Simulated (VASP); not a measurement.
Computed with rev-vdW-DF2, VASP's PBE PAW potentials (set 64) (plane waves; VASP 6.6.1).

Input for VASP

**KPOINTS**
```
Automatic mesh
0
Gamma
18 18 18
0 0 0
```

INCAR:
```
SYSTEM = Fe
PREC = Accurate; ENCUT = 520; LREAL = .FALSE.
LASPH = .TRUE.
EDIFF = 1E-7; NELM = 100; ALGO = Normal
LMAXMIX = 4
ISMEAR = 1; SIGMA = 0.1
GGA = MK; LUSE_VDW = .TRUE.; AGGAC = 0.0
PARAM1 = 0.1234568; PARAM2 = 0.7114; ZAB_VDW = -1.8867
ISPIN = 2; MAGMOM = 2.1
ISIF = 2
LWAVE = .FALSE.; LCHARG = .FALSE.; LORBIT = 10
```

POSCAR:
```
Fe
1
   -1.4023136652     1.4023136652     1.4023136652
    1.4023136652    -1.4023136652     1.4023136652
    1.4023136652     1.4023136652    -1.4023136652
Fe
1
Direct
  0.0000000000   0.0000000000   0.0000000000
```

POTCAR, in this order: Fe (PBE.64 set). Program: vasp_std.

The run wrote:

OSZICAR:
```
       N       E                     dE             d eps       ncg     rms          rms(c)
DAV:   1     0.172989496994E+02    0.17299E+02   -0.41614E+03  7348   0.109E+03
DAV:   2    -0.690235724361E+01   -0.24201E+02   -0.22875E+02  7098   0.128E+02
DAV:   3    -0.721121320158E+01   -0.30886E+00   -0.30786E+00  7852   0.201E+01
DAV:   4    -0.721261778273E+01   -0.14046E-02   -0.14045E-02  7718   0.124E+00
DAV:   5    -0.721263032269E+01   -0.12540E-04   -0.12540E-04  7567   0.105E-01    0.116E+01
DAV:   6    -0.624060412968E+01    0.97203E+00   -0.12415E+01  7423   0.570E+01    0.497E+00
DAV:   7    -0.617549011513E+01    0.65114E-01   -0.72714E-01  7413   0.135E+01    0.308E+00
DAV:   8    -0.616919419124E+01    0.62959E-02   -0.63852E-03  8734   0.688E-01    0.145E+00
DAV:   9    -0.616169030416E+01    0.75039E-02   -0.71440E-03  8921   0.722E-01    0.394E-01
DAV:  10    -0.616187440498E+01   -0.18410E-03   -0.82541E-04  8279   0.348E-01    0.141E-01
DAV:  11    -0.616185665914E+01    0.17746E-04   -0.17644E-04  7350   0.169E-01    0.430E-02
DAV:  12    -0.616185859374E+01   -0.19346E-05   -0.61547E-06  7511   0.404E-02    0.119E-02
DAV:  13    -0.616185913220E+01   -0.53846E-06   -0.81868E-07  7997   0.908E-03    0.543E-03
DAV:  14    -0.616185927419E+01   -0.14199E-06   -0.71316E-08  3928   0.375E-03    0.115E-03
DAV:  15    -0.616185922828E+01    0.45917E-07   -0.11770E-08  3557   0.108E-03
   1 F= -.61618592E+01 E0= -.61616583E+01  d E =-.602810E-03  mag=     2.1239
```

**OUTCAR**
```
------------------------ aborting loop because EDIFF is reached ----------------------------------------
  FORCE on cell =-STRESS in cart. coord.  units (eV):
  Direction    XX          YY          ZZ          XY          YZ          ZX
  --------------------------------------------------------------------------------------
  Total        0.0333353      0.0333353      0.0333353      0.0000000     -0.0000000      0.0000000
  in kB        4.8419335      4.8419335      4.8419335      0.0000000     -0.0000000      0.0000000
  external PRESSURE =       4.8419335 kB  Pullay stress =       0.0000000 kB
  volume of cell :       11.03
      direct lattice vectors                 reciprocal lattice vectors
    -1.402313665  1.402313665  1.402313665     0.000000000  0.356553610  0.356553610
     1.402313665 -1.402313665  1.402313665     0.356553610  0.000000000  0.356553610
     1.402313665  1.402313665 -1.402313665     0.356553610  0.356553610  0.000000000
 POSITION                                       TOTAL-FORCE (eV/Angst)
 -----------------------------------------------------------------------------------
      0.00000      0.00000      0.00000        -0.000000      0.000000      0.000000
 -----------------------------------------------------------------------------------
    total drift:                                0.000000     -0.000000      0.000000
  FREE ENERGIE OF THE ION-ELECTRON SYSTEM (eV)
  ---------------------------------------------------
  free  energy   TOTEN  =        -6.1618592283 eV

  energy  without entropy=       -6.1612564183  energy(sigma->0) =       -6.16165829

 total charge

# of ion       s       p       d       tot
------------------------------------------
    1        0.501   0.563   6.280   7.344

 magnetization (x)

# of ion       s       p       d       tot
------------------------------------------
    1       -0.012  -0.048   2.167   2.107
```
(Selected blocks of OUTCAR.)

The compound is Fe in the bcc structure. It was relaxed first, which changed the volume by -7 %.
